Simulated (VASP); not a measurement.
Input:

```xyz
2
Lattice="0.0000 3.1344 3.1344 3.1344 0.0000 3.1344 3.1344 3.1344 0.0000" Properties=species:S:1:pos:R:3 pbc="T T T"
Hg     0.0000     0.0000     0.0000
Te     1.5672     1.5672     1.5672
```

These are LDA (Ceperley-Alder, Perdew-Zunger), VASP's LDA PAW potentials (set 64) (plane waves; VASP) values and carry that method's errors. Numerical set-up: 500 eV cut-off, 10×10×10 Γ-centred mesh, first-order Methfessel-Paxton smearing of 0.10 eV, potentials Hg Te.

Unless said otherwise, spin-orbit coupling is left out, though it shifts the bands of the heavy elements here.

Task: Predict the energy per atom (σ→0), pressure, band gap (on the k-mesh) with the smallest direct gap where there is one.

Result: 
| Item | Result |
|---|---|
| band gap (on the k-mesh) | none (metal, semimetal or under 0.01 eV) |
| energy per atom (σ→0) | -2.480 eV/atom |
| pressure | 4.93 GPa |

Only differences to runs with the same potentials and settings are physical.

The compound is HgTe in the zinc blende structure. It was relaxed first under an external pressure of 5 GPa.
